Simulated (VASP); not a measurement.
# Hf2Pt: structure and properties in VASP, part 3 of 3

What structure does Hf2Pt take at this level, and what are its properties? The cell is invented: other elements were put on sites of a known structure type. It may not be a known or stable phase.

VASP 6.6.1; vdW-DF; plane waves and PAW (Hf_pv, Pt); invented cell.

Still holding for the runs below: The k-mesh is coarse for a metal.

So far. Step 4 (Second relaxation): It ends with forces that vanish by symmetry and a pressure of 0.01 GPa. Step 5 (Density, ELF and potential (vdW-DF)): In this run the pressure is -0.01 GPa, small enough to go on. The relaxed cell has a = 4.857, c = 2.855 Å (conventional setting).

### Step 6. Band structure (vdW-DF)

Levels along the symmetry lines show where the bands peak and cross; KPOINTS_OPT computes them in the converged potential.

The input, INCAR:

```
SYSTEM = Hf2Pt
PREC = Accurate
ENCUT = 400
EDIFF = 1E-06
NELM = 100
ISMEAR = 1
SIGMA = 0.2
LREAL = .FALSE.
ALGO = Normal
GGA = RE
AGGAC = 0
LUSE_VDW = .TRUE.
LASPH = .TRUE.
LORBIT = 11
LWAVE = .FALSE.
LCHARG = .FALSE.
```

The input, POSCAR:

```
Hf2Pt
1.0
    4.8568933365     -0.0000000019      0.0000000000
   -2.4284466764      4.2061930150      0.0000000000
    0.0000000000      0.0000000000      2.8545304781
Hf Pt
2 1
Direct
    0.3333333300      0.6666666700      0.5000000000
    0.6666666700      0.3333333300      0.5000000000
    0.0000000000      0.0000000000      0.0000000000
```

The input, KPOINTS:

```
Automatic mesh
0
Gamma
5 5 7
0 0 0
```

The input, KPOINTS_OPT:

```
Line mode
16
Line-mode
Reciprocal
  0.00000000   0.00000000   0.00000000 GAMMA
  0.50000000   0.00000000   0.00000000 M

  0.50000000   0.00000000   0.00000000 M
  0.33333333   0.33333333   0.00000000 K

  0.33333333   0.33333333   0.00000000 K
  0.00000000   0.00000000   0.00000000 GAMMA

  0.00000000   0.00000000   0.00000000 GAMMA
  0.00000000   0.00000000   0.50000000 A

  0.00000000   0.00000000   0.50000000 A
  0.50000000   0.00000000   0.50000000 L

  0.50000000   0.00000000   0.50000000 L
  0.33333333   0.33333333   0.50000000 H

  0.33333333   0.33333333   0.50000000 H
  0.00000000   0.00000000   0.50000000 A

  0.50000000   0.00000000   0.50000000 L
  0.50000000   0.00000000   0.00000000 M

  0.33333333   0.33333333   0.00000000 K
  0.33333333   0.33333333   0.50000000 H
```

PAW data sets: Hf_pv and Pt (PBE family, release 64).

The run is started by

```console
$ mpirun -np 1 vasp_std
```

The log of the run:

```text
[... set-up lines as in an earlier step ...]
 entering main loop
       N       E                     dE             d eps       ncg     rms          rms(c)
[... 14 cycles as in an earlier step ...]
   1 F= -.16158027E+02 E0= -.16154645E+02  d E =-.101474E-01
 Start KPOINTS_OPT (optional k-point list driver)
k-point batch [1-20\144]
       N       E                     dE             ncg
DAV:   1    -0.167766178137E+04   -0.76187E+04      808
DAV:   2    -0.436359950169E+04   -0.26859E+04      905
DAV:   3    -0.446547981600E+04   -0.10188E+03     1010
DAV:   4    -0.446725079095E+04   -0.17710E+01      931
DAV:   5    -0.446729000494E+04   -0.39214E-01      914
DAV:   6    -0.446729174462E+04   -0.17397E-02      993
DAV:   7    -0.446729177318E+04   -0.28553E-04      882
DAV:   8    -0.446729177382E+04   -0.63851E-06      561
[...]
k-point batch [141-144\144]
       N       E                     dE             ncg
DAV:   1     0.114125729553E+05   -0.48679E+04      168
DAV:   2     0.108992231209E+05   -0.51335E+03      180
DAV:   3     0.108792949200E+05   -0.19928E+02      192
DAV:   4     0.108790012780E+05   -0.29364E+00      178
DAV:   5     0.108789931385E+05   -0.81396E-02      202
DAV:   6     0.108789930628E+05   -0.75675E-04      175
DAV:   7     0.108789930605E+05   -0.22779E-05      175
DAV:   8     0.108789930604E+05   -0.15123E-06      122
```

Elapsed: 81 s, on 1 MPI rank of AMD EPYC 7R43, shared host; peak memory 0.29 GiB.

From OUTCAR (step 6):

```text
   NELECT =      30.0000    total number of electrons

 E-fermi :   6.6931

Total vdW correction in eV:      3.9695452

Total vdW correction in eV:      3.9695892

[... 20 parts as in an earlier step ...]

[... 2 further parts left out ...]
```

Spin-orbit coupling is off here; with elements this heavy it splits and shifts levels by tenths of an eV or more.

Electronic bands along the path, in eV, zero at the Fermi level; # counts the bands kept:

```csv
point,#6,#7,#8,#9,#10,#11
Γ,-1.95,-1.31,-1.31,-1.20,-1.03,0.77
0.53 of the way,-1.99,-1.93,-1.14,-0.98,-0.78,0.52
M,-2.03,-1.91,-1.07,-0.87,-0.71,0.30
0.53 of the way,-2.00,-1.93,-1.64,-0.74,-0.55,0.12
K,-2.43,-1.96,-1.96,-0.48,-0.39,-0.39
0.47 of the way,-1.99,-1.94,-1.44,-1.10,-0.15,0.06
Γ,-1.95,-1.31,-1.31,-1.20,-1.03,0.77
0.47 of the way,-3.55,0.23,0.23,0.31,0.75,0.75
A,-3.42,0.41,0.41,0.69,0.69,1.37
0.47 of the way,-2.16,-1.22,-0.69,0.83,0.99,1.33
L,-2.74,-1.15,-0.92,0.33,0.51,0.85
0.47 of the way,-2.36,-1.32,-1.11,0.03,0.21,0.70
H,-1.66,-1.66,-1.55,0.00,0.15,0.15
0.47 of the way,-1.69,-1.46,-1.08,0.60,0.72,0.78
A,-3.42,0.41,0.41,0.69,0.69,1.37
jump to L,-2.74,-1.15,-0.92,0.33,0.51,0.85
0.53 of the way,-3.24,-2.10,-1.20,-0.03,-0.02,0.93
M,-2.03,-1.91,-1.07,-0.87,-0.71,0.30
jump to K,-2.43,-1.96,-1.96,-0.48,-0.39,-0.39
0.47 of the way,-3.27,-1.70,-1.70,-0.85,0.73,0.73
H,-1.66,-1.66,-1.55,0.00,0.15,0.15
```

Of the projections kept (Hf, Pt), the largest for each band there; the rest of the weight can lie on other orbitals:

```csv
point,#6,#7,#8,#9,#10,#11
Γ,Pt 0.98,Hf 0.74,Hf 0.74,Hf 0.82,Hf 1.00,Hf 0.93
M,Pt 0.96,Pt 0.99,Hf 0.90,Hf 0.98,Hf 0.78,Hf 0.64
K,Pt 0.63,Pt 0.98,Pt 0.98,Hf 0.94,Hf 0.93,Hf 0.93
Γ,Pt 0.98,Hf 0.74,Hf 0.74,Hf 0.82,Hf 1.00,Hf 0.93
A,Hf 0.76,Pt 0.52,Pt 0.52,Hf 0.82,Hf 0.82,Pt 0.82
L,Hf 0.90,Hf 0.77,Hf 0.87,Pt 0.79,Hf 0.79,Hf 0.93
```

There is no gap at this level.

### Step 7. Total and projected DOS (vdW-DF)

A density of states needs more k-points than a total energy; ISMEAR = -5 takes tetrahedra, and LORBIT projects the states on the PAW spheres. The mesh is finer than in the run before.

Edit INCAR of step 6 so:

```diff
@@ -5,3 +5,3 @@
 NELM = 100
-ISMEAR = 1
+ISMEAR = -5
 SIGMA = 0.2
@@ -16 +16,2 @@
 LCHARG = .FALSE.
+NEDOS = 2001
```

POSCAR is that of step 6.

The input, KPOINTS:

```
Automatic mesh
0
Gamma
7 7 10
0 0 0
```

The run is started by

```console
$ mpirun -np 1 vasp_std
```

The log of the run:

```text
[... set-up lines as in an earlier step ...]
 entering main loop
       N       E                     dE             d eps       ncg     rms          rms(c)
DAV:   1     0.114414192973E+03    0.11441E+03   -0.14325E+04  1936   0.122E+03
DAV:   2    -0.113567050969E+02   -0.12577E+03   -0.12076E+03  2081   0.293E+02
DAV:   3    -0.173397994565E+02   -0.59831E+01   -0.56291E+01  2457   0.432E+01
DAV:   4    -0.174496883097E+02   -0.10989E+00   -0.10454E+00  2311   0.588E+00
DAV:   5    -0.174515239317E+02   -0.18356E-02   -0.17326E-02  2293   0.692E-01    0.609E+01
DAV:   6    -0.167192653796E+02    0.73226E+00   -0.66654E+00  1994   0.160E+01    0.284E+01
DAV:   7    -0.173813361230E+02   -0.66207E+00   -0.13885E+01  2236   0.183E+01    0.244E+01
DAV:   8    -0.162027129431E+02    0.11786E+01   -0.64020E+00  2017   0.139E+01    0.223E+00
DAV:   9    -0.162068075971E+02   -0.40947E-02   -0.28666E-01  1988   0.332E+00    0.134E+00
DAV:  10    -0.162066600819E+02    0.14752E-03   -0.91819E-03  2375   0.537E-01    0.617E-01
DAV:  11    -0.162069726900E+02   -0.31261E-03   -0.15354E-03  2170   0.272E-01    0.132E-01
DAV:  12    -0.162068909828E+02    0.81707E-04   -0.87434E-05  2135   0.620E-02    0.600E-02
DAV:  13    -0.162068687344E+02    0.22248E-04   -0.68021E-05  2079   0.428E-02    0.316E-02
DAV:  14    -0.162068725154E+02   -0.37809E-05   -0.51905E-06  2015   0.149E-02    0.861E-03
DAV:  15    -0.162068754903E+02   -0.29750E-05   -0.11437E-06  1149   0.842E-03    0.240E-03
DAV:  16    -0.162068756257E+02   -0.13535E-06   -0.18178E-07  1086   0.298E-03
   1 F= -.16206876E+02 E0= -.16206876E+02  d E =0.000000E+00
 -----------------------------------------------------------------------------
|                                                                             |
|           W    W    AA    RRRRR   N    N  II  N    N   GGGG   !!!           |
|           W    W   A  A   R    R  NN   N  II  NN   N  G    G  !!!           |
|           W    W  A    A  R    R  N N  N  II  N N  N  G       !!!           |
|           W WW W  AAAAAA  RRRRR   N  N N  II  N  N N  G  GGG   !            |
|           WW  WW  A    A  R   R   N   NN  II  N   NN  G    G                |
|           W    W  A    A  R    R  N    N  II  N    N   GGGG   !!!           |
|                                                                             |
|     Tetrahedron method does not include variations of the Fermi             |
|     occupations, so forces and stress will be inaccurate. We suggest        |
|     using a different smearing scheme ISMEAR = 1 or 2 for metals in         |
|     relaxations.                                                            |
|                                                                             |
 -----------------------------------------------------------------------------
```

The job ended after 66 s (1 MPI rank; peak memory 0.3 GiB).

OUTCAR, selected parts (step 7):

```text
   k-points           NKPTS =     48   k-points in BZ     NKDIM =     48   number of bands    NBANDS=     19

   NELECT =      30.0000    total number of electrons

 E-fermi :   6.7484

 k-point     1 :       0.0000    0.0000    0.0000
  band No.  band energies     occupation
    ...
     12       4.7448      2.00000
     13       5.3832      2.00000
     14       5.3832      2.00000
     15       5.4986      2.00000
     16       5.6761      2.00000
     17       7.4672      0.00000
     18       7.4672      0.00000
     19      10.2500      0.00000

Total vdW correction in eV:      3.9719700

  Total        0.2052068      0.2052068     -0.8256778     -0.0000000      0.0000000     -0.0000000
  in kB        5.6379335      5.6379335    -22.6849991     -0.0000000      0.0000000     -0.0000000
  external PRESSURE =      -3.8030441 kB  Pullay stress =       0.0000000 kB

 POSITION                                       TOTAL-FORCE (eV/Angst)
 -----------------------------------------------------------------------------------
     -0.00000      2.80413      1.42727         0.000000     -0.000000      0.000000
      2.42845      1.40206      1.42727        -0.000000      0.000000      0.000000
      0.00000      0.00000      0.00000         0.000000      0.000000      0.000000
 -----------------------------------------------------------------------------------
    total drift:                               -0.000000      0.000000     -0.000000

  FREE ENERGIE OF THE ION-ELECTRON SYSTEM (eV)
  ---------------------------------------------------
  free  energy   TOTEN  =       -16.2068756257 eV

  energy  without entropy=      -16.2068756257  energy(sigma->0) =      -16.20687563

Total vdW correction in eV:      3.9719740

[... 6 parts as in an earlier step ...]

[... 10 further parts left out ...]
```

With tetrahedra the forces and stress of a metal are not exact derivatives of the energy.

This step gave:

```
SCF cycles             : 16
irreducible k-points   : 48
free energy (TOTEN)    : -16.21 eV
Fermi energy           : 6.748 eV
pressure               : -0.3803 GPa
DOS at the Fermi level : 2.446 states/eV/cell
```

The density of states has structure finer than the step of the table below, so its rows give means over 0.5 eV, whole bins alone (the curve runs from -12.0 to 1.85 eV). Peaks (eV: height): total -4.22: 7.82, -3.63: 8.82, -3.13: 6.49, 0.33: 6.13; Pt d -4.22: 4.22, -3.63: 6.10, -3.28: 4.06, -3.13: 4.70; Hf d -1.80: 1.34, -0.37: 1.89, 0.41: 3.44, 0.94: 2.49; Hf p -4.22: 0.358, -1.82: 0.344, 0.33: 0.784, 0.94: 0.557; Hf s -4.90: 0.501, -4.43: 0.365, -1.82: 0.181, 0.43: 0.170.

States under -12.0 eV and over 1.9 eV are left out. The density of states by energy, zero at the Fermi level; means over each step; values in states/eV/cell:

```csv
energy (eV),total,Pt d,Hf d,Hf p,Hf s,Pt s
-8.5,0,0,0,0,0,0
-8.0,0.0386,2.0e-4,4.1e-5,4.9e-4,0.00989,0.0110
-7.5,0.172,0.00159,6.2e-4,0.00488,0.0413,0.0493
-7.0,0.286,0.00631,0.00306,0.0134,0.0602,0.0834
-6.5,0.468,0.0254,0.0121,0.0294,0.0750,0.144
-6.0,0.675,0.0579,0.0316,0.0481,0.0760,0.216
-5.5,0.573,0.0630,0.0362,0.0429,0.0696,0.149
-5.0,2.51,1.06,0.210,0.0821,0.278,0.181
-4.5,4.01,1.95,0.427,0.156,0.260,0.220
-4.0,4.40,2.73,0.426,0.184,0.101,0.111
-3.5,4.88,3.38,0.433,0.164,0.0380,0.0662
-3.0,3.51,2.40,0.243,0.117,0.0597,0.0333
-2.5,1.58,0.906,0.214,0.0442,0.0366,0.0107
-2.0,3.33,1.65,0.578,0.162,0.121,0.0233
-1.5,2.47,0.503,0.794,0.195,0.0935,0.0146
-1.0,2.90,0.455,1.26,0.204,0.0719,0.00929
-0.5,3.09,0.456,1.65,0.215,0.0687,0.0193
0.0,2.76,0.489,1.46,0.227,0.0973,0.00596
0.5,4.98,0.747,2.72,0.569,0.139,0.0201
1.0,2.98,0.493,1.58,0.322,0.106,0.0315
1.5,0.817,0.0843,0.445,0.0986,0.0354,0.0103
```

The finer mesh and the other smearing move the Fermi level by +0.06 eV from the 5×5×7 run, one measure of the sampling error in the zero of the bands above. Of the states within 0.3 eV of the Fermi level, the largest shares in the PAW spheres are Hf d 53 %, Pt d 17 % and Hf p 9 %. The rest lies in smaller channels or between the spheres.

### Step 8. Elastic constants (vdW-DF)

IBRION = 6 with ISIF = 3 strains the cell both ways at fixed fractional positions, and adds the ions' share afterwards from the force constants. Stress converges slowly with the basis, so the cutoff is raised.

The input, INCAR:

```
SYSTEM = Hf2Pt
PREC = Accurate
ENCUT = 500
EDIFF = 1E-07
NELM = 100
ISMEAR = 1
SIGMA = 0.2
LREAL = .FALSE.
ALGO = Normal
GGA = RE
AGGAC = 0
LUSE_VDW = .TRUE.
LASPH = .TRUE.
LORBIT = 11
LWAVE = .FALSE.
LCHARG = .FALSE.
IBRION = 6
NFREE = 2
POTIM = 0.015
ISIF = 3
NSW = 1
```

POSCAR is that of step 7.

The input, KPOINTS:

```
Automatic mesh
0
Gamma
5 5 7
0 0 0
```

The run is started by

```console
$ mpirun -np 1 vasp_std
```

The log of the run:

```text
[... set-up lines as in an earlier step ...]
 entering main loop
       N       E                     dE             d eps       ncg     rms          rms(c)
DAV:   1     0.130907955270E+03    0.13091E+03   -0.16190E+04   792   0.146E+03
DAV:   2    -0.103178293320E+02   -0.14123E+03   -0.13624E+03   849   0.326E+02
DAV:   3    -0.173013219508E+02   -0.69835E+01   -0.65539E+01  1034   0.476E+01
DAV:   4    -0.174277224812E+02   -0.12640E+00   -0.12439E+00   945   0.665E+00
[...]
DAV:  14    -0.161576785784E+02    0.10589E-05   -0.11401E-05   944   0.195E-02    0.484E-03
DAV:  15    -0.161576784276E+02    0.15080E-06   -0.61473E-07   905   0.558E-03    0.557E-03
DAV:  16    -0.161576783998E+02    0.27826E-07   -0.82518E-08   493   0.165E-03
   1 F= -.16157678E+02 E0= -.16154300E+02  d E =-.101365E-01
[... from here on, the cycles between the ionic steps are left out ...]
   2 F= -.16150972E+02 E0= -.16147043E+02  d E =-.117852E-01
   3 F= -.16149756E+02 E0= -.16147664E+02  d E =-.627608E-02
   4 F= -.16150985E+02 E0= -.16147050E+02  d E =-.118051E-01
   5 F= -.16149763E+02 E0= -.16147688E+02  d E =-.622525E-02
   6 F= -.16146312E+02 E0= -.16144347E+02  d E =-.589459E-02
   7 F= -.16144912E+02 E0= -.16140809E+02  d E =-.123090E-01
   8 F= -.16156021E+02 E0= -.16152846E+02  d E =-.952694E-02
   9 F= -.16156021E+02 E0= -.16152846E+02  d E =-.952601E-02
  10 F= -.16157356E+02 E0= -.16153949E+02  d E =-.102181E-01
  11 F= -.16157355E+02 E0= -.16153949E+02  d E =-.102181E-01
  12 F= -.16157354E+02 E0= -.16153965E+02  d E =-.101678E-01
  13 F= -.16157354E+02 E0= -.16153965E+02  d E =-.101677E-01
  14 F= -.16157001E+02 E0= -.16153613E+02  d E =-.101628E-01
  15 F= -.16157001E+02 E0= -.16153613E+02  d E =-.101631E-01
  16 F= -.16157869E+02 E0= -.16154492E+02  d E =-.101319E-01
  17 F= -.16157869E+02 E0= -.16154492E+02  d E =-.101320E-01
  18 F= -.16157492E+02 E0= -.16154157E+02  d E =-.100033E-01
[...]
hard stop encountered!  aborting job ...
[...]
soft stop encountered!  aborting job ...
  19 F= -.16157492E+02 E0= -.16154157E+02  d E =-.100041E-01
 deleting file STOPCAR
```

The job ended after 20 min (1 MPI rank; peak memory 0.41 GiB).

The run was stopped at its time limit, by a STOPCAR file.

More ranks or a longer limit would be the way on.

### Step 9. What came out

```json
{"relaxed volume": "19.44 Å³/atom", "relaxed conventional cell a, b, c": "4.857, 4.857, 2.855 Å; angles 90.0, 90.0, 120.0°", "space group after relaxing, within 0.02 Å": "P6/mmm (No. 191)", "band gap": "none, a metal", "DOS at the Fermi level": "2.45 states/eV/cell"}
```

What this shows: With vdW-DF, Hf2Pt relaxes to 19.44 Å³/atom in space group P6/mmm (held by the symmetry of the run) and comes out as a metal. Not obtained: elastic constants (vdW-DF), because the run hit its time limit. Band structure (vdW-DF): Of the bands kept, 5 cross the Fermi level on this path. Spin-orbit coupling is left out, and with elements this heavy it would split and shift bands near the Fermi level. The k-sampling is coarse for a metal, so the Fermi level, pressures and the shape of the cell carry errors. No search among competing phases was made. All values are for a static lattice at zero temperature.

[Lines on the potential files, build, host, timing and source positions are cut from VASP's logs without a mark.]

[Logs are printed without paths, hosts, clocks, repeated set-up lines and the standing remarks that a program may print on its own settings, such as how far it seeks lower states.]

[Hosts, paths, dates, database ids (printed as entryN), source tags and the programs' standing remarks are cut or masked in the printed files.]

[A measured line is paired with the nearest computed mode of its activity, which favours agreement.]
